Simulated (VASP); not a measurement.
Output of a VASP run:

### OSZICAR
```
       N       E                     dE             d eps       ncg     rms          rms(c)
DAV:   1     0.559591776642E+02    0.55959E+02   -0.65060E+03  2244   0.109E+03
DAV:   2    -0.794767024449E+01   -0.63907E+02   -0.59579E+02  2306   0.215E+02
DAV:   3    -0.927526736782E+01   -0.13276E+01   -0.13136E+01  2553   0.325E+01
DAV:   4    -0.928522175786E+01   -0.99544E-02   -0.99473E-02  2430   0.309E+00
DAV:   5    -0.928534520355E+01   -0.12345E-03   -0.12343E-03  2525   0.346E-01    0.872E+00
DAV:   6    -0.845449999175E+01    0.83085E+00   -0.58298E+00  2276   0.322E+01    0.654E+00
DAV:   7    -0.839834083761E+01    0.56159E-01   -0.32416E-01  2210   0.798E+00    0.321E+00
DAV:   8    -0.838255360773E+01    0.15787E-01   -0.27218E-02  2318   0.151E+00    0.418E-01
DAV:   9    -0.838077588634E+01    0.17777E-02   -0.55428E-03  2423   0.106E+00    0.162E-01
DAV:  10    -0.838075154827E+01    0.24338E-04   -0.49651E-04  2327   0.192E-01    0.471E-02
DAV:  11    -0.838074812184E+01    0.34264E-05   -0.18595E-05  2480   0.467E-02    0.110E-02
DAV:  12    -0.838074752844E+01    0.59339E-06   -0.14286E-06  2351   0.918E-03    0.639E-03
DAV:  13    -0.838074689746E+01    0.63098E-06   -0.13041E-06  2363   0.132E-02    0.156E-03
DAV:  14    -0.838074683794E+01    0.59518E-07   -0.89073E-08  1242   0.265E-03
   1 F= -.83807468E+01 E0= -.83810825E+01  d E =0.100686E-02
```

File OUTCAR:
```
------------------------ aborting loop because EDIFF is reached ----------------------------------------
  FORCE on cell =-STRESS in cart. coord.  units (eV):
  Direction    XX          YY          ZZ          XY          YZ          ZX
  --------------------------------------------------------------------------------------
  Total       -0.0674785     -0.0674784      0.0146609     -0.0000000     -0.0000000      0.0000000
  in kB       -2.9475703     -2.9475689      0.6404108     -0.0000006     -0.0000000      0.0000000
  external PRESSURE =      -1.7515761 kB  Pullay stress =       0.0000000 kB
  volume of cell :       36.68
      direct lattice vectors                 reciprocal lattice vectors
     4.006955917  0.000000090  0.000000000     0.249566007  0.144086990  0.000000000
    -2.003477307  3.470124746  0.000000000    -0.000000007  0.288174074  0.000000000
     0.000000000  0.000000000  2.637861508     0.000000000  0.000000000  0.379094959
 POSITION                                       TOTAL-FORCE (eV/Angst)
 -----------------------------------------------------------------------------------
      0.00000      0.00000      0.00000        -0.000000     -0.000000      0.000000
      2.00348      1.15671      1.31893         0.000000      0.000000      0.000000
 -----------------------------------------------------------------------------------
    total drift:                                0.000015      0.000012     -0.000000
  FREE ENERGIE OF THE ION-ELECTRON SYSTEM (eV)
  ---------------------------------------------------
  free  energy   TOTEN  =        -8.3807468379 eV

  energy  without entropy=       -8.3817536952  energy(sigma->0) =       -8.38108246
```
(Selected blocks of OUTCAR.)

**POSCAR**
```
SiAg
1
    4.0069559174     0.0000000905    -0.0000000000
   -2.0034773075     3.4701247457    -0.0000000000
    0.0000000000    -0.0000000000     2.6378615084
Ag Si
1 1
Direct
  0.0000000000   0.0000000000   0.0000000000
  0.6666670000   0.3333330000   0.5000000000
```

**Question.** Write an INCAR and KPOINTS that could have produced this output.

**Answer.** Several could match; the one computed here: the input of the run itself, PBEsol GGA, plane waves, VASP's PBE PAW potentials (set 64).

**INCAR**
```
# general
SYSTEM =SiAg
PREC   =Accurate
ENCUT  =480   # plane-wave cut-off (eV)
LREAL  =.FALSE.   # projection in real space or not
LASPH  =.TRUE.

# electronic loop
EDIFF  =1E-7   # SCF stop (eV)
NELM   =100   # most electronic steps
ALGO   =Normal   # blocked Davidson
LMAXMIX=4   # l cut-off of mixed one-centre charges

# smearing
ISMEAR =1   # Methfessel-Paxton
SIGMA  =0.1   # width (eV)

# functional
GGA    =PS

# ions
ISIF   =2

# output
LWAVE  =.FALSE.
LCHARG =.FALSE.
```

**KPOINTS**
```
Automatic mesh
0
Gamma
10 10 12
0 0 0
```

POTCAR, in this order: Ag Si (PBE.64 set). Program: vasp_std.

The structure was generated: SiAg was put into the WC type (P-6m2), which need not be its known phase. It was relaxed first. The electron count is odd and the run is not spin-polarised, which forces a metal.
